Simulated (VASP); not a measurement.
# Zn (Zinc) under strain, part 2 of 3

How does the pressure of Zn (Zinc) answer to a change of volume? The bands are shown for each cell. All runs use r2SCAN. Left out of this account: 1 further run (self-consistent run: a reference on another mesh). The start is a cell from a database of measured crystal structures.

VASP 6.6.1; r2SCAN; plane waves and PAW (Zn).

So far, pressure (GPa): step 2 (bands, cell as listed) -5.42; step 3 (cell volume +4.0 %) -8.06.

**4. Bands, volume times 1.08**

The cell is expanded evenly, with fractional positions held.

INCAR

```
SYSTEM = Zn
PREC = Accurate
ENCUT = 400
EDIFF = 1E-06
NELM = 100
ISMEAR = -1
SIGMA = 0.05
LREAL = .FALSE.
ALGO = Normal
METAGGA = R2SCAN
LASPH = .TRUE.
NBANDS = 24
LORBIT = 11
LWAVE = .FALSE.
LCHARG = .FALSE.
KPAR = 2
```

POSCAR

```
Zn
1.0
    2.7340463416      0.0000000000      0.0000000000
   -1.3670231708      2.3677535870      0.0000000000
    0.0000000000      0.0000000000      5.0752428093
Zn
2
Direct
    0.3333333333      0.6666666667      0.2500000000
    0.6666666667      0.3333333333      0.7500000000
```

KPOINTS

```
Automatic mesh
0
Gamma
17 17 8
0 0 0
```

KPOINTS_OPT

```
Line mode
16
Line-mode
Reciprocal
  0.00000000   0.00000000   0.00000000 GAMMA
  0.50000000   0.00000000   0.00000000 M

  0.50000000   0.00000000   0.00000000 M
  0.33333333   0.33333333   0.00000000 K

  0.33333333   0.33333333   0.00000000 K
  0.00000000   0.00000000   0.00000000 GAMMA

  0.00000000   0.00000000   0.00000000 GAMMA
  0.00000000   0.00000000   0.50000000 A

  0.00000000   0.00000000   0.50000000 A
  0.50000000   0.00000000   0.50000000 L

  0.50000000   0.00000000   0.50000000 L
  0.33333333   0.33333333   0.50000000 H

  0.33333333   0.33333333   0.50000000 H
  0.00000000   0.00000000   0.50000000 A

  0.50000000   0.00000000   0.50000000 L
  0.50000000   0.00000000   0.00000000 M

  0.33333333   0.33333333   0.00000000 K
  0.33333333   0.33333333   0.50000000 H
```

The projector-augmented-wave data sets are Zn (PBE family, release 64).

The run is started by

```console
mpirun -np 2 vasp_std
```

Output:

```text
[... set-up lines as in an earlier step ...]
 entering main loop
       N       E                     dE             d eps       ncg     rms          rms(c)
DAV:   1     0.100846639148E+03    0.10085E+03   -0.10036E+04  8456   0.134E+03
DAV:   2    -0.127494688095E+02   -0.11360E+03   -0.10655E+03  8408   0.251E+02
DAV:   3    -0.207293126900E+02   -0.79798E+01   -0.79534E+01  9232   0.673E+01
DAV:   4    -0.207827201820E+02   -0.53407E-01   -0.53403E-01  8792   0.602E+00
DAV:   5    -0.207827892651E+02   -0.69083E-04   -0.69083E-04  9280   0.195E-01    0.337E+00
DAV:   6    -0.176577899648E+02    0.31250E+01   -0.14239E+00  9232   0.211E+01    0.372E+00
DAV:   7    -0.176387771966E+02    0.19013E-01   -0.76029E-02  9480   0.475E+00    0.222E+00
DAV:   8    -0.176659991050E+02   -0.27222E-01   -0.66178E-02  9352   0.341E+00    0.466E-01
DAV:   9    -0.176636017276E+02    0.23974E-02   -0.18670E-02  8616   0.252E+00    0.159E-01
DAV:  10    -0.176634897680E+02    0.11196E-03   -0.93039E-04  8392   0.301E-01    0.115E-01
DAV:  11    -0.176631532670E+02    0.33650E-03   -0.93191E-04  9640   0.546E-01    0.186E-02
DAV:  12    -0.176631608463E+02   -0.75794E-05   -0.27701E-05  8200   0.439E-02    0.147E-02
DAV:  13    -0.176631615338E+02   -0.68745E-06   -0.49927E-06 10448   0.354E-02
   1 F= -.17663162E+02 E0= -.17660562E+02  d E =-.519951E-02
 Start KPOINTS_OPT (optional k-point list driver)
k-point batch [1-144\144]
       N       E                     dE             ncg
DAV:   1     0.244553056983E+04   -0.99175E+05     7344
DAV:   2    -0.140757477410E+05   -0.16521E+05     7296
DAV:   3    -0.152750031733E+05   -0.11993E+04     7976
DAV:   4    -0.152837325836E+05   -0.87294E+01     7960
DAV:   5    -0.152837440239E+05   -0.11440E-01     8152
DAV:   6    -0.152837440520E+05   -0.28139E-04     7352
DAV:   7    -0.152837440523E+05   -0.28384E-06     6064
```

It took 2.5 min on 2 MPI ranks of Intel Xeon 6975P-C (Granite Rapids), shared host; peak memory 0.45 GiB; 4.4 min of CPU time.

OUTCAR, selected parts (step 4):

```text
  LATTYP: Found a hexagonal cell.
 ALAT       =     2.7340463416
 C/A-ratio  =     1.8563119184

 Found    165 irreducible k-points:

   ENCUT  =  400.0 eV  29.40 Ry    5.42 a.u.   4.46  4.46  8.28*2*pi/ulx,y,z

   NELECT =      24.0000    total number of electrons

 E-fermi :   2.4384

 k-point     1 :       0.0000    0.0000    0.0000
  band No.  band energies     occupation
    ...
      9      -5.0146      2.00000
     10      -4.8339      2.00000
     11      -4.8338      2.00000
     12      -0.9325      2.00000
     13      -0.7298      2.00000
     14      16.1052      0.00000
     15      19.5924      0.00000
     16      19.8508      0.00000
     17      19.8511      0.00000
     18      21.4670      0.00000
    ...

 k-point     2 :       0.0588   -0.0000    0.0000
  band No.  band energies     occupation
    ...
      9      -5.0229      2.00000
     10      -4.8803      2.00000
     11      -4.8329      2.00000
     12      -0.7812      2.00000
     13      -0.6721      2.00000
     14      16.2123      0.00000
     15      17.9668      0.00000
     16      18.8852      0.00000
     17      19.5274      0.00000
     18      20.7951      0.00000
    ...

  Total       -2.2276641     -2.2276641     -1.5012140      0.0000000      0.0000000      0.0000000
  in kB     -108.6328272   -108.6328272    -73.2072338      0.0000000      0.0000000      0.0000000
  external PRESSURE =     -96.8242961 kB  Pullay stress =       0.0000000 kB

  energy-cutoff  :      400.00
  volume of cell :       32.85
      direct lattice vectors                 reciprocal lattice vectors
     2.734046342  0.000000000  0.000000000     0.365758248  0.211170623  0.000000000
    -1.367023171  2.367753587  0.000000000     0.000000000  0.422341246  0.000000000
     0.000000000  0.000000000  5.075242809     0.000000000  0.000000000  0.197034908

 POSITION                                       TOTAL-FORCE (eV/Angst)
 -----------------------------------------------------------------------------------
     -0.00000      1.57850      1.26881        -0.000000     -0.000000      0.000000
      1.36702      0.78925      3.80643         0.000000      0.000000      0.000000
 -----------------------------------------------------------------------------------
    total drift:                               -0.000000      0.000000      0.000000

  FREE ENERGIE OF THE ION-ELECTRON SYSTEM (eV)
  ---------------------------------------------------
  free  energy   TOTEN  =       -17.6631615338 eV

  energy  without entropy=      -17.6579620283  energy(sigma->0) =      -17.66056178

 total charge
# of ion       s       p       d       tot
------------------------------------------
    1        0.576   0.406   9.729  10.710
    2        0.576   0.406   9.729  10.710
--------------------------------------------------
tot          1.152   0.811  19.457  21.420

[... 4 parts as in an earlier step ...]

[... 7 further parts left out ...]
```

Numbers from this step:

- free energy (TOTEN): -17.66 eV
- energy at zero smearing: -17.66 eV
- Fermi energy: 2.438 eV
- pressure: -9.682 GPa

Electronic bands along the path, in eV, zero at the Fermi level; # counts the bands kept:

```
          point     #9    #10    #11    #12    #13    #14    #15    #16
              Γ  -7.46  -7.28  -7.28  -3.37  -3.17  13.67  17.15  17.41
0.47 of the way  -7.48  -7.46  -7.27  -2.12  -1.30   7.49  12.71  12.96
              M  -7.10  -7.08  -2.73  -2.18   2.62   3.69   3.97   5.82
0.53 of the way  -7.26  -7.23  -1.83  -1.54   3.38   4.46   4.48   5.08
              K  -7.36  -7.36   0.02   0.02   0.23   4.95   6.01   6.01
0.47 of the way  -7.32  -7.29  -6.67  -1.16   0.02   6.52   6.86  12.16
              Γ  -7.46  -7.28  -7.28  -3.37  -3.17  13.67  17.15  17.41
0.47 of the way  -7.42  -7.29  -7.29  -5.88   0.05   9.86  17.73  17.73
              A  -7.35  -7.35  -7.35  -7.35   4.62   4.62  18.69  18.69
0.53 of the way  -7.35  -7.35  -6.05  -6.05   6.39   6.39   7.85   7.85
              L  -7.09  -7.09  -1.75  -1.75   0.09   0.09  10.26  10.26
0.53 of the way  -7.27  -7.27  -0.80  -0.80   0.60   0.60   6.60   6.60
              H  -7.29  -7.29   0.97   0.97   1.86   1.86   2.15   2.15
0.53 of the way  -7.31  -7.31  -5.96  -5.96   6.54   6.54   9.35   9.35
              A  -7.35  -7.35  -7.35  -7.35   4.62   4.62  18.69  18.69
      jump to L  -7.09  -7.09  -1.75  -1.75   0.09   0.09  10.26  10.26
0.53 of the way  -7.10  -7.09  -2.44  -2.00   1.32   1.44   6.92   7.70
              M  -7.10  -7.08  -2.73  -2.18   2.62   3.69   3.97   5.82
      jump to K  -7.36  -7.36   0.02   0.02   0.23   4.95   6.01   6.01
0.47 of the way  -7.33  -7.33   0.30   0.30   0.60   3.70   3.70   3.75
              H  -7.29  -7.29   0.97   0.97   1.86   1.86   2.15   2.15
```

 The pressure is -9.68 GPa.

For the pressure, step 2 gave -5.42 GPa; this run, with cell volume +8.0 %, gives -9.68 GPa.

**5. Bands, sheared, principal strains -2.5, -0.0, +2.5 %**

The cell is sheared at fixed volume, which lowers its symmetry.

INCAR is that of step 4.

POSCAR

```
Zn
1.0
    2.6320430000      0.0095750000      0.0567860000
   -1.3077290000      2.3027870000     -0.0267830000
    0.1054120000      0.0034500000      5.0110610000
Zn
2
Direct
    0.3333333333      0.6666666667      0.2500000000
    0.6666666667      0.3333333333      0.7500000000
```

KPOINTS is that of step 4.

KPOINTS_OPT

```
Line mode
16
Line-mode
Reciprocal
  0.00000000  -0.50000000   0.00000000 X
  0.00000000   0.00000000   0.00000000 GAMMA

  0.00000000   0.00000000   0.00000000 GAMMA
  0.00000000   0.00000000  -0.50000000 Y

  0.00000000  -0.50000000  -0.50000000 L
  0.00000000   0.00000000   0.00000000 GAMMA

  0.00000000   0.00000000   0.00000000 GAMMA
  0.50000000   0.00000000   0.50000000 Z

  0.50000000  -0.50000000   0.50000000 N
  0.00000000   0.00000000   0.00000000 GAMMA

  0.00000000   0.00000000   0.00000000 GAMMA
  0.50000000   0.00000000   0.00000000 M

  0.50000000  -0.50000000   0.00000000 R
  0.00000000   0.00000000   0.00000000 GAMMA
```

The run is started by

```console
mpirun -np 2 vasp_std
```

Output:

```text
[... set-up lines as in an earlier step ...]
 entering main loop
       N       E                     dE             d eps       ncg     rms          rms(c)
DAV:   1     0.101162416652E+03    0.10116E+03   -0.99912E+03 59872   0.138E+03
DAV:   2    -0.128874730156E+02   -0.11405E+03   -0.10692E+03 58600   0.255E+02
DAV:   3    -0.207793355518E+02   -0.78919E+01   -0.78647E+01 64040   0.677E+01
DAV:   4    -0.208295956996E+02   -0.50260E-01   -0.50255E-01 61800   0.588E+00
DAV:   5    -0.208296552693E+02   -0.59570E-04   -0.59570E-04 65168   0.182E-01    0.405E+00
DAV:   6    -0.177621900658E+02    0.30675E+01   -0.14508E+00 65120   0.224E+01    0.403E+00
DAV:   7    -0.177431936247E+02    0.18996E-01   -0.80743E-02 65792   0.517E+00    0.235E+00
DAV:   8    -0.177648501941E+02   -0.21657E-01   -0.49189E-02 64656   0.296E+00    0.422E-01
DAV:   9    -0.177628841574E+02    0.19660E-02   -0.15939E-02 59568   0.242E+00    0.160E-01
DAV:  10    -0.177626974322E+02    0.18673E-03   -0.79268E-04 59120   0.324E-01    0.102E-01
DAV:  11    -0.177624212280E+02    0.27620E-03   -0.56278E-04 68512   0.439E-01    0.403E-03
DAV:  12    -0.177624233740E+02   -0.21460E-05   -0.33502E-05 57152   0.512E-02    0.135E-02
DAV:  13    -0.177624238692E+02   -0.49513E-06   -0.67727E-06 69488   0.475E-02
   1 F= -.17762424E+02 E0= -.17760154E+02  d E =-.454067E-02
 Start KPOINTS_OPT (optional k-point list driver)
k-point batch [1-112\112]
       N       E                     dE             ncg
DAV:   1     0.295225332313E+05   -0.45554E+05     5744
DAV:   2     0.165614394453E+05   -0.12961E+05     5608
DAV:   3     0.156207729972E+05   -0.94067E+03     6432
DAV:   4     0.156143802253E+05   -0.63928E+01     5896
DAV:   5     0.156143721668E+05   -0.80585E-02     6464
DAV:   6     0.156143721471E+05   -0.19772E-04     5480
DAV:   7     0.156143721468E+05   -0.26034E-06     5048
```

Elapsed: 9 min, on 2 MPI ranks; peak memory 1.5 GiB.

OUTCAR, selected parts (step 5):

```text
   k-points           NKPTS =   1157   k-points in BZ     NKDIM =   1157   number of bands    NBANDS=     24

   ENCUT  =  400.0 eV  29.40 Ry    5.42 a.u.   4.29  4.32  8.17*2*pi/ulx,y,z

   NELECT =      24.0000    total number of electrons

 E-fermi :   2.9643

 k-point     1 :       0.0000    0.0000    0.0000
  band No.  band energies     occupation
    ...
      9      -4.6046      2.00000
     10      -4.4280      2.00000
     11      -4.4201      2.00000
     12      -0.8852      2.00000
     13      -0.3693      2.00000
     14      16.7057      0.00000
     15      20.3830      0.00000
     16      21.5992      0.00000
     17      22.0184      0.00000
     18      23.1382      0.00000
    ...

  Total       -0.8437707     -1.0060042     -0.7852532     -0.0530687     -0.0160485     -0.2627996
  in kB      -44.4385241    -52.9828067    -41.3566050     -2.7949448     -0.8452207    -13.8407583
  external PRESSURE =     -46.2593119 kB  Pullay stress =       0.0000000 kB

 POSITION                                       TOTAL-FORCE (eV/Angst)
 -----------------------------------------------------------------------------------
      0.03188      1.53925      1.25384         0.000253      0.007305      0.000256
      1.39784      0.77657      3.78723        -0.000253     -0.007305     -0.000256
 -----------------------------------------------------------------------------------
    total drift:                                0.000000     -0.000000      0.000000

  FREE ENERGIE OF THE ION-ELECTRON SYSTEM (eV)
  ---------------------------------------------------
  free  energy   TOTEN  =       -17.7624238692 eV

  energy  without entropy=      -17.7578832039  energy(sigma->0) =      -17.76015354

[... 1 part as in an earlier step ...]

[... 14 further parts left out ...]
```

The path and its labels are those of the sheared lattice, so a letter need not mean the same point as in the unstrained cell.

This step gave:

```
irreducible k points    : 1157
symmetry operations     : 2
free energy (TOTEN)     : -17.76 eV
energy at zero smearing : -17.76 eV
Fermi energy            : 2.964 eV
pressure                : -4.626 GPa
```

The electronic bands at the labelled points (eV, zero at the Fermi level; # counts the bands kept):

```
          point     #9    #10    #11    #12    #13    #14    #15    #16
              X  -7.18  -7.17  -2.98  -2.23   2.61   3.67   4.22   5.88
0.47 of the way  -7.54  -7.51  -7.39  -1.93  -1.00   6.43  12.10  13.06
              Γ  -7.57  -7.39  -7.39  -3.85  -3.33  13.74  17.42  18.63
0.47 of the way  -7.54  -7.41  -7.40  -6.25  -0.18   9.87  18.94  19.34
              Y  -7.50  -7.49  -7.45  -7.44   4.49   4.49  19.75  19.89
      jump to L  -7.17  -7.17  -2.03  -2.02   0.20   0.22  10.42  10.47
0.53 of the way  -7.59  -7.57  -7.41  -4.64   1.43   8.23  11.42  11.61
              Γ  -7.57  -7.39  -7.39  -3.85  -3.33  13.74  17.42  18.63
0.53 of the way  -7.52  -7.43  -7.42  -4.28   2.12   7.28   9.52  11.68
              Z  -7.17  -7.16  -2.16  -1.74   0.03   0.66   9.74  11.34
      jump to N  -7.17  -7.16  -2.08  -1.68   0.16   0.77   9.86  11.41
0.53 of the way  -7.60  -7.58  -7.43  -4.42   1.19   8.87  11.47  11.92
              Γ  -7.57  -7.39  -7.39  -3.85  -3.33  13.74  17.42  18.63
0.53 of the way  -7.55  -7.52  -7.39  -1.99  -0.89   6.66  11.91  13.10
              M  -7.18  -7.16  -2.91  -2.12   2.49   4.01   4.17   6.14
      jump to R  -7.17  -7.15  -2.84  -2.02   2.60   4.11   4.30   6.22
0.47 of the way  -7.56  -7.53  -7.40  -1.97  -0.86   6.87  12.13  12.85
              Γ  -7.57  -7.39  -7.39  -3.85  -3.33  13.74  17.42  18.63
```

 The pressure is -4.63 GPa, and the symmetry operations fall from 24 to 2.

(Part 2 of 3 ends here.)

[Lines on the potential files, build, host, timing and source positions are cut from VASP's logs without a mark.]

[Logs are printed without paths, hosts, clocks, repeated set-up lines and the standing remarks that a program may print on its own settings, such as how far it seeks lower states.]

[Hosts, paths, dates, database ids (printed as entryN), source tags and the programs' standing remarks are cut or masked in the printed files.]

[A measured line is paired with the nearest computed mode of its activity, which favours agreement.]
